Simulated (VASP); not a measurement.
MgI2:

```
CELL_PARAMETERS angstrom
4.14000 0.00000 0.00000
-2.07000 3.58535 0.00000
0.00000 0.00000 6.88000
ATOMIC_POSITIONS crystal
Mg 0.00000 0.00000 0.00000
I 0.33333 0.66667 0.25000
I 0.66667 0.33333 0.75000
```

- Program: VASP 6.6.1
- Task: relaxation of cell and atoms
- Functional: PBE
- Dispersion: D3(BJ)
- Potentials or basis: VASP PAW PBE potentials, release 64 (Mg, I)
- Cutoff: 600 eV
- k mesh: 6 × 6 × 4
- Occupations: gaussian, width 0.02 eV
- Spin: no spin polarisation

At the start: pressure -0.9 GPa; volume 34.04 Å³/atom.

**Question.** Where does the relaxation end?

**Answer.** Over 13 steps the energy falls by 4.5 meV/atom and the volume is 33.50 Å³/atom (-1.6 %); space group P-3m1 (No. 164, to 0.05 Å).

Step by step:
```tsv
step	energy change (eV)	largest force (eV/Å)	pressure (GPa)	volume (Å³)
1	0.0000	0.2566	-0.94	102.12
2	-0.0121	0.0453	0.11	99.20
3	-0.0121	0.0487	0.11	99.25
4	-0.0121	0.0530	0.09	99.31
5	-0.0126	0.0410	0.06	99.52
6	-0.0130	0.0127	-0.01	100.03
7	-0.0130	0.0178	0.01	99.95
8	-0.0131	0.0135	0.01	100.02
9	-0.0134	0.0016	0.03	100.22
10	-0.0133	0.0219	0.07	100.64
11	-0.0134	0.0073	0.04	100.37
12	-0.0134	0.0127	-0.08	100.79
13	-0.0134	0.0008	0.00	100.51
```

Final structure:
```
Mg I
1.0
     4.12263    0.00000    0.00000
    -2.06132    3.57030    0.00000
     0.00000    0.00000    6.82825
Mg I
1 2
Direct
  0.00000 0.00000 0.00000
  0.33333 0.66667 0.24538
  0.66667 0.33333 0.75462
```
